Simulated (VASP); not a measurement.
Calculation: PBE GGA, VASP's PBE PAW potentials (set 64) (plane waves; VASP 6.6.1).

VASP input:

### INCAR
```
! general
SYSTEM =FeO
PREC   =Accurate
ENCUT  =320
LREAL  =.FALSE.
LASPH  =.TRUE.

! electronic loop
EDIFF  =1E-04
NELM   =100
ALGO   =Normal
LMAXMIX=4

! smearing
ISMEAR =-1
SIGMA  =0.272

! functional
GGA    =PE

! ions
ISIF   =2

! output
LWAVE  =.FALSE.
LCHARG =.FALSE.
```

POSCAR:
```
FeO
1
    0.0000000000     2.1491170000     2.1491170000
    2.1491170000     0.0000000000     2.1491170000
    2.1491170000     2.1491170000     0.0000000000
Fe O
1 1
Direct
  0.0000000000   0.0000000000   0.0000000000
  0.5000000000   0.5000000000   0.5000000000
```

**KPOINTS**
```
Automatic mesh
0
Gamma
6 6 6
0 0 0
```

POTCAR, in this order: Fe O (PBE.64 set). Program: vasp_std.

What VASP printed:

**OSZICAR**
```
       N       E                     dE             d eps       ncg     rms          rms(c)
DAV:   1     0.663784582026E+02    0.66378E+02   -0.56892E+03   352   0.103E+03
DAV:   2    -0.117961494075E+02   -0.78175E+02   -0.70833E+02   363   0.253E+02
DAV:   3    -0.164393377543E+02   -0.46432E+01   -0.43621E+01   436   0.716E+01
DAV:   4    -0.165046206445E+02   -0.65283E-01   -0.65201E-01   364   0.862E+00
DAV:   5    -0.165054056847E+02   -0.78504E-03   -0.78477E-03   427   0.947E-01    0.126E+01
DAV:   6    -0.159732162483E+02    0.53219E+00   -0.26252E+01   364   0.799E+01    0.157E+01
DAV:   7    -0.143155041239E+02    0.16577E+01   -0.13071E+01   415   0.653E+01    0.503E+00
DAV:   8    -0.142598587485E+02    0.55645E-01   -0.92651E-01   419   0.149E+01    0.114E+00
DAV:   9    -0.142494336297E+02    0.10425E-01   -0.45151E-02   429   0.372E+00    0.386E-01
DAV:  10    -0.142469231549E+02    0.25105E-02   -0.14871E-02   398   0.222E+00    0.112E-01
DAV:  11    -0.142469576280E+02   -0.34473E-04   -0.70002E-04   397   0.301E-01
   1 F= -.14246958E+02 E0= -.13742112E+02  d E =-.100969E+01
```

OUTCAR:
```
------------------------ aborting loop because EDIFF is reached ----------------------------------------
  FORCE on cell =-STRESS in cart. coord.  units (eV):
  Direction    XX          YY          ZZ          XY          YZ          ZX
  --------------------------------------------------------------------------------------
  Total       -5.7258097     -5.7258097     -5.7258097      0.0000000      0.0000000      0.0000000
  in kB     -462.1014386   -462.1014386   -462.1014386      0.0000000      0.0000000      0.0000000
  external PRESSURE =    -462.1014386 kB  Pullay stress =       0.0000000 kB
  volume of cell :       19.85
      direct lattice vectors                 reciprocal lattice vectors
     0.000000000  2.149117000  2.149117000    -0.232653690  0.232653690  0.232653690
     2.149117000  0.000000000  2.149117000     0.232653690 -0.232653690  0.232653690
     2.149117000  2.149117000  0.000000000     0.232653690  0.232653690 -0.232653690
 POSITION                                       TOTAL-FORCE (eV/Angst)
 -----------------------------------------------------------------------------------
      0.00000      0.00000      0.00000         0.000000      0.000000      0.000000
      2.14912      2.14912      2.14912         0.000000      0.000000      0.000000
 -----------------------------------------------------------------------------------
    total drift:                               -0.000000      0.000000     -0.000000
  FREE ENERGIE OF THE ION-ELECTRON SYSTEM (eV)
  ---------------------------------------------------
  free  energy   TOTEN  =       -14.2469576280 eV

  energy  without entropy=      -13.2372660323  energy(sigma->0) =      -13.74211183
```
(Selected blocks of OUTCAR.)

At this cut-off the stress carries a Pulay error, which pulls relaxed volumes low.

The structure comes from a computed database's FeO entry; how it stands against other phases isn't given here. The cell was not relaxed at this level. The k-mesh is coarse (spacing up to 0.42 per Å, 2π included), so the numbers may not be converged in it. The run is one of a series of settings (EDIFF = 1E-04, ENCUT = 320, ISMEAR = -1, ISPIN removed, the spin start removed, SIGMA = 0.272, KPOINTS 6×6×6 Γ-centred mesh against the base run), some of them coarse on purpose. The run is not spin-polarised, so no magnetic state was tried.
